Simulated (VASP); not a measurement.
These are optB88-vdW, VASP's PBE PAW potentials (set 64) (plane waves; VASP 6.6.1) values and carry that method's errors.

VASP input:

**INCAR**
```
! general
SYSTEM   = CuAu
PREC     = Accurate
ENCUT    = 520
LREAL    = .FALSE.
LASPH    = .TRUE.

! electronic loop
EDIFF    = 1E-7
NELM     = 100
ALGO     = Normal
LMAXMIX  = 6

! smearing
ISMEAR   = 1
SIGMA    = 0.1

! functional
GGA      = BO
LUSE_VDW = .TRUE.
AGGAC    = 0.0
PARAM1   = 0.1833333333
PARAM2   = 0.22

! ions
IBRION   = 2
NSW      = 30
ISIF     = 4
EDIFFG   = -0.01

! output
LWAVE    = .FALSE.
LCHARG   = .FALSE.
```

### POSCAR
```
CuAu
1
    2.9467984990     0.0000000000     0.0000000000
    0.0000000000     2.9467984990     0.0000000000
    0.0000000000     0.0000000000     3.6655503024
Cu Au
1 1
Direct
  0.0000000000   0.0000000000   0.0000000000
  0.5000000000   0.5000000000   0.5000000000
```

### KPOINTS
```
Automatic mesh
0
Gamma
13 13 10
0 0 0
```

POTCAR, in this order: Cu Au (PBE.64 set). Program: vasp_std.

Unless said otherwise, spin-orbit coupling is left out, though it shifts the bands of the heavy elements here.

**Question.** Predict the energy per atom (σ→0), pressure, band gap (on the k-mesh).

**Answer.** 
energy per atom (σ→0): -0.695 eV/atom
band gap (on the k-mesh): none (metal, semimetal or under 0.01 eV)
pressure: -6.91 GPa

### OSZICAR
```
...
DAV:   8    -0.139690373817E+01    0.31393E-01   -0.18128E-01  7045   0.107E+01    0.233E+00
DAV:   9    -0.139133015782E+01    0.55736E-02   -0.25919E-02  7774   0.418E+00    0.250E-01
DAV:  10    -0.139055100901E+01    0.77915E-03   -0.57201E-03  7520   0.164E+00    0.887E-02
DAV:  11    -0.139055869047E+01   -0.76815E-05   -0.26340E-04  7459   0.497E-01    0.328E-02
DAV:  12    -0.139054983274E+01    0.88577E-05   -0.40386E-05  6656   0.200E-01    0.235E-03
DAV:  13    -0.139054978244E+01    0.50295E-07   -0.11335E-06  6115   0.106E-02    0.162E-03
DAV:  14    -0.139054976330E+01    0.19144E-07   -0.20343E-07  3329   0.116E-02
   1 F= -.13905498E+01 E0= -.13905105E+01  d E =-.139055E+01
```

The compound is CuAu in the L1_0 structure. This cell is one point of a volume scan, at 1.06 of the reference volume.
